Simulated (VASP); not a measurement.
The system is P.

```
P
1.0
     1.65820   -5.24200    0.00000
     1.65820    5.24200    0.00000
     0.00000    0.00000    4.37930
P
4
Direct
  0.89838 0.10162 0.08068
  0.60162 0.39838 0.58068
  0.10162 0.89838 0.91932
  0.39838 0.60162 0.41932
```

| Item | Value |
| --- | --- |
| Program | VASP 6.6.1 |
| Task | relaxation of cell and atoms |
| Functional | LDA |
| Potentials or basis | VASP PAW LDA potentials, release 64 (P) |
| Cutoff | 350 eV |
| k mesh | 6 × 6 × 4 |
| Occupations | gaussian, width 0.02 eV |
| Spin | no spin polarisation |

At the start: pressure -2.5 GPa; volume 19.03 Å³/atom.

**Question.** Where does the relaxation end?

**Answer.** Over 23 steps the energy falls by 16.2 meV/atom and the volume is 17.08 Å³/atom (-10.2 %); space group Cmce (No. 64, to 0.05 Å).

Step by step:
| step | energy change (eV) | largest force (eV/Å) | pressure (GPa) | volume (Å³) |
| --- | --- | --- | --- | --- |
| 1 | 0.0000 | 0.0457 | -2.54 | 76.13 |
| 2 | -0.0124 | 0.3649 | 1.39 | 72.85 |
| 3 | -0.0183 | 0.2125 | -0.11 | 74.01 |
| 4 | -0.0264 | 0.1571 | -0.07 | 73.37 |
| 5 | -0.0411 | 0.1699 | -0.02 | 71.47 |
| 6 | -0.0479 | 0.0979 | -0.10 | 71.07 |
| 7 | -0.0583 | 0.1140 | -0.27 | 69.88 |
| 8 | -0.0586 | 0.1541 | -0.29 | 69.65 |
| 9 | -0.0630 | 0.0980 | -0.22 | 69.08 |
| 10 | -0.0644 | 0.0493 | -0.11 | 68.54 |
| 11 | -0.0647 | 0.0250 | -0.05 | 68.49 |
| 12 | -0.0648 | 0.0076 | 0.01 | 68.44 |
| 13 | -0.0648 | 0.0046 | 0.00 | 68.44 |
| 14 | -0.0648 | 0.0070 | -0.01 | 68.44 |
| 15 | -0.0648 | 0.0054 | -0.01 | 68.43 |
| 16 | -0.0648 | 0.0018 | 0.00 | 68.42 |
| 17 | -0.0648 | 0.0099 | 0.02 | 68.38 |
| 18 | -0.0649 | 0.0045 | 0.01 | 68.40 |
| 19 | -0.0649 | 0.0005 | -0.03 | 68.41 |
| 20 | -0.0649 | 0.0010 | -0.03 | 68.41 |
| 21 | -0.0649 | 0.0020 | -0.02 | 68.39 |
| 22 | -0.0649 | 0.0043 | 0.00 | 68.36 |
| 23 | -0.0649 | 0.0005 | 0.00 | 68.33 |

Final structure:
```
CELL_PARAMETERS angstrom
1.67164 -5.03709 0.00000
1.67164 5.03709 0.00000
0.00000 0.00000 4.05769
ATOMIC_POSITIONS crystal
P 0.89270 0.10730 0.06880
P 0.60730 0.39270 0.56880
P 0.10730 0.89270 0.93120
P 0.39270 0.60730 0.43120
```

Caveat: the volume moved by -10 % from the deposited cell, more than functionals usually miss.
